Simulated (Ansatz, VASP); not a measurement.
# Cross-check of BaLu2O4 (BaLu2O4 (Pnma)) between VASP and Ansatz

Wanted: the spread between two codes on one cell, functional and k mesh. The structure shown is the start of the Ansatz relaxation below; VASP solves that cell, so the two are compared at the walk's first step.

Calculated with Ansatz 0.2.0; plane waves, with VASP 6.6.1 beside it; r2SCAN.

## Step 1: Set-up

The structure is orthorhombic, space group Pnma (No. 62). The conventional cell has a = 10.276 Å, b = 3.364 Å, c = 11.862 Å, α = 90.00°, β = 90.00°, γ = 90.00°. Nearest to Ba lie 8 O at 2.70 to 2.92 Å. Lu has 6 O at 2.21 to 2.26 Å nearest. Nearest to Lu lie 6 O at 2.18 to 2.25 Å. Nearest to O lie 3 Lu at 2.21 to 2.25 Å and 2 Ba at 2.84 to 2.88 Å. Nearest to O lie 3 Lu at 2.18 to 2.25 Å and 2 Ba at 2.70 Å. Nearest to O lie 3 Lu at 2.22 to 2.26 Å and 2 Ba at 2.70 Å. Farther neighbours and most contacts between anions are not listed.

## Step 2: Ansatz: relaxation, r2SCAN

Ansatz runs on its PAW soft_1 files.

The two programs are compared at the cell with which this relaxation starts, whose forces are those of its first step.

input.yaml reads:

```yaml
crystal:
  lattice:
    - [10.2764378, 0.0, 0.0]
    - [0.0, 3.3635054, 0.0]
    - [0.0, 0.0, 11.8622007]
  atoms:
    - { symbol: Ba, position: [0.74675224, 0.75, 0.8497567] }
    - { symbol: Ba, position: [0.75324776, 0.25, 0.3497567] }
    - { symbol: Ba, position: [0.24675224, 0.75, 0.6502433] }
    - { symbol: Ba, position: [0.25324776, 0.25, 0.1502433] }
    - { symbol: Lu, position: [0.57742077, 0.75, 0.10751539] }
    - { symbol: Lu, position: [0.57215724, 0.75, 0.60997313] }
    - { symbol: Lu, position: [0.92784276, 0.25, 0.10997313] }
    - { symbol: Lu, position: [0.92257923, 0.25, 0.60751539] }
    - { symbol: Lu, position: [0.07742077, 0.75, 0.39248461] }
    - { symbol: Lu, position: [0.07215724, 0.75, 0.89002687] }
    - { symbol: Lu, position: [0.42784276, 0.25, 0.39002687] }
    - { symbol: Lu, position: [0.42257923, 0.25, 0.89248461] }
    - { symbol: O, position: [0.51885101, 0.25, 0.21730853] }
    - { symbol: O, position: [0.56767201, 0.75, 0.42663337] }
    - { symbol: O, position: [0.61156089, 0.25, 0.98344943] }
    - { symbol: O, position: [0.70948891, 0.25, 0.65164887] }
    - { symbol: O, position: [0.79051109, 0.75, 0.15164887] }
    - { symbol: O, position: [0.88843911, 0.75, 0.48344943] }
    - { symbol: O, position: [0.93232799, 0.25, 0.92663337] }
    - { symbol: O, position: [0.98114899, 0.75, 0.71730853] }
    - { symbol: O, position: [0.01885101, 0.25, 0.28269147] }
    - { symbol: O, position: [0.06767201, 0.75, 0.07336663] }
    - { symbol: O, position: [0.11156089, 0.25, 0.51655057] }
    - { symbol: O, position: [0.20948891, 0.25, 0.84835113] }
    - { symbol: O, position: [0.29051109, 0.75, 0.34835113] }
    - { symbol: O, position: [0.38843911, 0.75, 0.01655057] }
    - { symbol: O, position: [0.43232799, 0.25, 0.57336663] }
    - { symbol: O, position: [0.48114899, 0.75, 0.78269147] }
basis:
  ecutwfc: 500
  xc_grid: 2
hamiltonian:
  xc: r2scan
  pseudopotentials: { kind: paw, azcp: { folder: soft_1 } }
kpoints:
  mp_grid: { grid: [3, 8, 3] }
scf:
  occupations: { method: fermi_dirac, width: 0.01 }
  max_iter: 150
output:
  forces: true
  stress: true
relax:
  f_tol: 0.01
  max_steps: 60
  cell: {}
checkpoint:
  write: "../r2scan.run"
  compress: false
  write_wavefunctions: false
  write_every: 100000
```

Run with:

```
$ ansatz run input.yaml --threads 4 --pin off --max-ram 6594MiB --backend cpu --events-out ev --progress --plain --runs-dir out
```

Numbers of over 12 decimals in the logs are rounded to 6 here.

Output:

```text
Engine: ansatz 0.2.0, aarch64-unknown-linux-gnu
Pseudopotentials: kind: paw
Pseudopotential: Ba, paw, valence charge 10, recommended cutoff 500 eV (meta_gga), soft_1/Ba.paw.azcp
Pseudopotential: Lu, paw, valence charge 25, recommended cutoff 500 eV (meta_gga), soft_1/Lu.paw.azcp
Pseudopotential: O, paw, valence charge 6, recommended cutoff 500 eV (meta_gga), soft_1/O.paw.azcp
Functional definition: r2SCAN
  parameter k0 = 0.174
  parameter k1 = 0.065
  parameter a1 = 4.9479
  exchange = r2scan_x(k0 = k0, k1 = k1, a1 = a1)
  correlation = r2scan_c
Crystal: 28 atoms, lattice volume = 410.015 Å³
Basis set: ecut = 500 eV, 10371 PW (Γ), exchange–correlation on 150×50×180 points (8 copies of the dense FFT grid, shifted against one another)
Bands: 202, of which v1, the nominal top of the filled ones, is band 168 counted from 1 (167 counted from 0)
Symmetry: 8 space group operations
Space group: Pnma (ITA 62), of the structure as read, at distance tolerance 7.4e-5 Å
k-points: 20 of 72
Non-local potential: Ba, projectors of the file, l = 0: 3, l = 1: 2, l = 2: 2, l = 3: 2
Non-local potential: Lu, projectors of the file, l = 0: 3, l = 1: 2, l = 2: 2, l = 3: 3
Non-local potential: O, projectors of the file, l = 0: 2, l = 1: 2, l = 2: 1
PAW form: soft (Blöchl's): semilocal exchange-correlation on the pseudo side does not see the compensation charge
PAW frozen core: Ba, regenerated for the run's functional (the file was generated under x = pbe(κ = 0.804, μ = 0.219515), c = pbe(β = 0.066725))
PAW frozen core: Lu, regenerated for the run's functional (the file was generated under x = pbe(κ = 0.804, μ = 0.219515), c = pbe(β = 0.066725))
PAW frozen core: O, regenerated for the run's functional (the file was generated under x = pbe(κ = 0.804, μ = 0.219515), c = pbe(β = 0.066725))
PAW one-centre angular grid: Ba, 302 points (default); XC on 160 Gauss nodes
PAW one-centre angular grid: Lu, 974 points (default); XC on 160 Gauss nodes
PAW one-centre angular grid: O, 302 points (default); XC on 160 Gauss nodes
Initial density: superposition of atomic densities (chi_scale 0.1, normalization cell, long waves kept (reshape's long-wave potential 0.01 eV rms))
Initial wavefunctions: pseudopotential atomic-orbital guess
Functional: x = r2scan, c = r2scan; τ floored in thin density (d = 2e-4 eV/Å³)
SCF iter   1: F=—  HF=-150972.759944 eV  |F-HF|=—  |Δ(HF+E_count)|=         —  Δρ=8.86e-2  dr2=2.66e1  dr2_τ=1.29e0  ethr=3.10e-3  ⟨swp⟩=7.2  Hψ=19388  notcnv=0  defer=129
preconditioner: auto → Resta (q_TF=auto, 2.639 Å⁻¹)  ε∞=5.2  [insulator: Δε(μ)=2.599 eV  Ē_g=16.004 eV  σ=0.010 eV  W_gap=1.00  n_scr=130 (ndim 8)  ℏωp=32.8 eV  f_vac=0.000  D(μ)=0.00/eV (n_scr^D=0)  ε∞_Penn≈5.2]
SCF iter   2: F=—  HF=-150969.493866 eV  |F-HF|=—  |Δ(HF+E_count)|=    3.27e0  Δρ=3.21e-2  dr2=4.44e0  dr2_τ=6.22e-1  ethr=3.10e-3  ⟨swp⟩=4.3  Hψ=9209  notcnv=0  defer=564
SCF iter   3: F=—  HF=-150968.561801 eV  |F-HF|=—  |Δ(HF+E_count)|=   9.32e-1  Δρ=2.36e-2  dr2=2.58e0  dr2_τ=6.11e-2  ethr=1.32e-3  ⟨swp⟩=3.0  Hψ=6903  notcnv=0  defer=404
automatic band count: iteration 3 solves 194 bands in place of 202: the levels show a gap, and the empty bands left out lie too high to hold charge; the band table lists the bands solved (type scf.n_extra_bands for more)
SCF iter   4: F=—  HF=-150968.529474 eV  |F-HF|=—  |Δ(HF+E_count)|=   3.23e-2  Δρ=1.53e-2  dr2=7.30e-1  dr2_τ=8.85e-2  ethr=7.69e-4  ⟨swp⟩=3.5  Hψ=8111  notcnv=0  defer=404
SCF iter   5: F=—  HF=-150968.508602 eV  |F-HF|=—  |Δ(HF+E_count)|=   2.09e-2  Δρ=4.99e-3  dr2=1.01e-1  dr2_τ=4.63e-3  ethr=2.17e-4  ⟨swp⟩=3.4  Hψ=7079  notcnv=0  defer=404
SCF iter   6: F=—  HF=-150968.551362 eV  |F-HF|=—  |Δ(HF+E_count)|=   4.28e-2  Δρ=2.77e-3  dr2=2.70e-2  dr2_τ=2.57e-3  ethr=3.02e-5  ⟨swp⟩=4.0  Hψ=8109  notcnv=0  defer=404
SCF iter   7: F=—  HF=-150968.517749 eV  |F-HF|=—  |Δ(HF+E_count)|=   3.36e-2  Δρ=1.00e-3  dr2=3.99e-3  dr2_τ=3.04e-4  ethr=8.02e-6  ⟨swp⟩=4.2  Hψ=9919  notcnv=0  defer=404
SCF iter   8: F=—  HF=-150968.518583 eV  |F-HF|=—  |Δ(HF+E_count)|=   8.34e-4  Δρ=5.89e-4  dr2=1.13e-3  dr2_τ=2.10e-4  ethr=1.19e-6  ⟨swp⟩=3.1  Hψ=9395  notcnv=0  defer=403
SCF iter   9: F=—  HF=-150968.518626 eV  |F-HF|=—  |Δ(HF+E_count)|=   4.35e-5  Δρ=3.43e-4  dr2=4.21e-4  dr2_τ=4.73e-5  ethr=3.36e-7  ⟨swp⟩=2.0  Hψ=6837  notcnv=0  defer=403
SCF iter  10: F=—  HF=-150968.518553 eV  |F-HF|=—  |Δ(HF+E_count)|=   7.27e-5  Δρ=6.90e-5  dr2=1.65e-5  dr2_τ=2.09e-6  ethr=1.25e-7  ⟨swp⟩=2.0  Hψ=6114  notcnv=0  defer=403
[...]
SCF iter   8: F=—  HF=-150968.604148 eV  |F-HF|=—  |Δ(HF+E_count)|=  4.37e-10  Δρ=8.09e-7  dr2=1.87e-9  dr2_τ=2.05e-10  ethr=1.93e-12  ⟨swp⟩=6.0  Hψ=18890  notcnv=0
SCF iter   9: F=-150968.604148 eV  HF=-150968.604148 eV  |F-HF|=5.82e-11  |Δ(HF+E_count)|=   2.56e-9  Δρ=2.74e-7  dr2=2.37e-10  dr2_τ=1.21e-11  ethr=1.00e-12  ⟨swp⟩=5.3  Hψ=16225  notcnv=0
SCF 5 converged in 9 iterations: F = -150968.604148 eV  dr2 = 2.37e-10
[...]
SCF 6 converged in 7 iterations: F = -150968.607062 eV  dr2 = 1.58e-10
relax step   6: F+E_penalty+E_count = -150968.60706190 eV  Δ(F+E_penalty+E_count) = -2.914e-3 eV  max|allowed force component| = 3.177e-3 eV/Å  Δτ_max = 0.0000 Å  P = -0.002 GPa  Ω = 415.191 Å³  stress off target by 7.48e-3 GPa  SCF on the basis re-selected at this cell (its energy is not comparable with the rows above)  (7 SCF iters)
basis re-selected at this cell: Δ(F+E_penalty+E_count) = -2.914e-3 eV, ΔP = -0.004 GPa vs the last step (what re-selecting the basis moved, of the pressure what is left beyond the Pulay correction that the steps carried, after the strain that the cell walked since its last selection, with what the two solves' SCF thresholds leave and, on support functions, any second-order correction that the steps lacked; it is no measure of the basis error at this ecutwfc). The dense FFT grid was sized anew with the basis: this SCF ran on 80×25×90 points, the steps before it on 75×25×90, so part of this shift can come from that change (see relax.cell in the input reference). [rest of the remark cut]
SCF converged after 7 iterations
Free energy (F): -150968.607062 eV
Harris-Foulkes:  -150968.607062 eV  (|F-HF|=1.75e-10)
Internal energy: -150968.607062 eV  (E = F + TS)
E sigma→0 (E₀):  -150968.607062 eV
Fermi energy:    13.099103 eV
--- Per-component energies (eV) ---
  E_band       = 344.884663
  E_kinetic    = 6743.330393
  E_local      = -65473.855704  (includes V_loc(G=0)·N_el)
  E_nonlocal   = 6586.470961
  E_hartree    = 27666.948962
  E_xc         = -3551.148699
  E_vxc        = -4529.837473  (∫ρ·V_xc dr)
  E_paw        = -82950.486434  (= ΣΔE_a)
  E_vpaw       = 1420.654621  (= ΣTr[D̂ρ^β])
  E_aug_tail   = 0.004133  (compensation charges beyond the density's cutoff)
  E_vtau       = 264.220724  (kinetic-family band-sum trace: ∫τ·v_τ [+ j·A + Jᵃ·Aᵃ] dr)
  E_ewald      = -39995.026131
  E_core_change = 5.155456  (= ΣΔE_core)
  E_smearing   = -0.000000  (= −TS)
  E_closure    = 0.000000  (closes the sum)
  Σ components = -150968.607062   (vs F -150968.607062, Δ=0.00e0)
--- Forces (eV/Å), atoms counted from 1 ---
  atom   1  Ba     0.00155049     0.00000000     0.00160533
  atom   2  Ba    -0.00155049     0.00000000     0.00160533
  atom   3  Ba     0.00155049     0.00000000    -0.00160533
  atom   4  Ba    -0.00155049    -0.00000000    -0.00160533
  atom   5  Lu     0.00250816     0.00000000     0.00140820
  atom   6  Lu     0.00140178     0.00000000     0.00155648
  atom   7  Lu    -0.00140178     0.00000000     0.00155648
  atom   8  Lu    -0.00250816    -0.00000000     0.00140820
  atom   9  Lu     0.00250816     0.00000000    -0.00140820
  atom  10  Lu     0.00140178    -0.00000000    -0.00155648
  atom  11  Lu    -0.00140178    -0.00000000    -0.00155648
  atom  12  Lu    -0.00250816    -0.00000000    -0.00140820
  atom  13  O      0.00065579    -0.00000000    -0.00082463
  atom  14  O      0.00163704    -0.00000000     0.00115899
  atom  15  O      0.00055384    -0.00000000    -0.00090257
  atom  16  O      0.00031452    -0.00000000    -0.00317731
  atom  17  O     -0.00031452     0.00000000    -0.00317731
  atom  18  O     -0.00055384    -0.00000000    -0.00090257
  atom  19  O     -0.00163704     0.00000000     0.00115899
  atom  20  O     -0.00065579     0.00000000    -0.00082463
  atom  21  O      0.00065579    -0.00000000     0.00082463
  atom  22  O      0.00163704    -0.00000000    -0.00115899
  atom  23  O      0.00055384     0.00000000     0.00090257
  atom  24  O      0.00031452     0.00000000     0.00317731
  atom  25  O     -0.00031452     0.00000000     0.00317731
  atom  26  O     -0.00055384     0.00000000     0.00090257
  atom  27  O     -0.00163704     0.00000000    -0.00115899
  atom  28  O     -0.00065579     0.00000000     0.00082463
  max |Σ_I F_I| component: 1.84e-18 eV/Å
--- Stress (GPa, compression-positive) ---
       -0.000549       0.000000      -0.000000
        0.000000       0.002001       0.000000
       -0.000000       0.000000      -0.007479
  P = ⅓ Tr σ = -0.0020 GPa (-0.020 kbar)
--- Relaxed structure (5 steps of the walk, 5 accepted, 1 SCFs on fresh bases) ---
  F+E_penalty+E_count = -150968.60706190 eV   max|allowed force component| = 3.177e-3 eV/Å   (the final SCF, on the basis selected at the relaxed cell)
  cell:  # Å, volume = 415.1908 Å³
    - [10.299056, 0, 0]
    - [0, 3.378562, 1.936684205326869e-18]
    - [0, 6.830176855404283e-18, 11.932140]
  atoms:
    - { symbol: Ba, position: [0.746356, 0.750000, 0.850071] }
    - { symbol: Ba, position: [0.753644, 0.250000, 0.350071] }
    - { symbol: Ba, position: [0.246356, 0.750000, 0.649929] }
    - { symbol: Ba, position: [0.253644, 0.250000, 0.149929] }
    - { symbol: Lu, position: [0.578147, 0.750000, 0.107848] }
    - { symbol: Lu, position: [0.572386, 0.750000, 0.610295] }
    - { symbol: Lu, position: [0.927614, 0.250000, 0.110295] }
    - { symbol: Lu, position: [0.921853, 0.250000, 0.607848] }
    - { symbol: Lu, position: [0.078147, 0.750000, 0.392152] }
    - { symbol: Lu, position: [0.072386, 0.750000, 0.889705] }
    - { symbol: Lu, position: [0.427614, 0.250000, 0.389705] }
    - { symbol: Lu, position: [0.421853, 0.250000, 0.892152] }
    - { symbol: O, position: [0.519520, 0.250000, 0.217479] }
    - { symbol: O, position: [0.570017, 0.750000, 0.426205] }
    - { symbol: O, position: [0.613441, 0.250000, 0.982099] }
    - { symbol: O, position: [0.709267, 0.250000, 0.653955] }
    - { symbol: O, position: [0.790733, 0.750000, 0.153955] }
    - { symbol: O, position: [0.886559, 0.750000, 0.482099] }
    - { symbol: O, position: [0.929983, 0.250000, 0.926205] }
    - { symbol: O, position: [0.980480, 0.750000, 0.717479] }
    - { symbol: O, position: [0.019520, 0.250000, 0.282521] }
    - { symbol: O, position: [0.070017, 0.750000, 0.073795] }
    - { symbol: O, position: [0.113441, 0.250000, 0.517901] }
    - { symbol: O, position: [0.209267, 0.250000, 0.846045] }
    - { symbol: O, position: [0.290733, 0.750000, 0.346045] }
    - { symbol: O, position: [0.386559, 0.750000, 0.017901] }
    - { symbol: O, position: [0.429983, 0.250000, 0.573795] }
    - { symbol: O, position: [0.480480, 0.750000, 0.782521] }
```

In the SCF lines HF is the Harris–Foulkes energy and dr2 the Hartree energy of the density residual, in eV; the loop may stop once dr2 is under the threshold and the program's other checks hold. Hψ counts applications of the Hamiltonian.

(Part 1 of 2 ends here.)

[Lines on the potential files, build, host, timing and source positions are cut from VASP's logs without a mark.]

[Logs are printed without paths, hosts, clocks, repeated set-up lines and the standing remarks that a program may print on its own settings, such as how far it seeks lower states.]

[Hosts, paths, dates, database ids (printed as entryN), source tags and the programs' standing remarks are cut or masked in the printed files.]
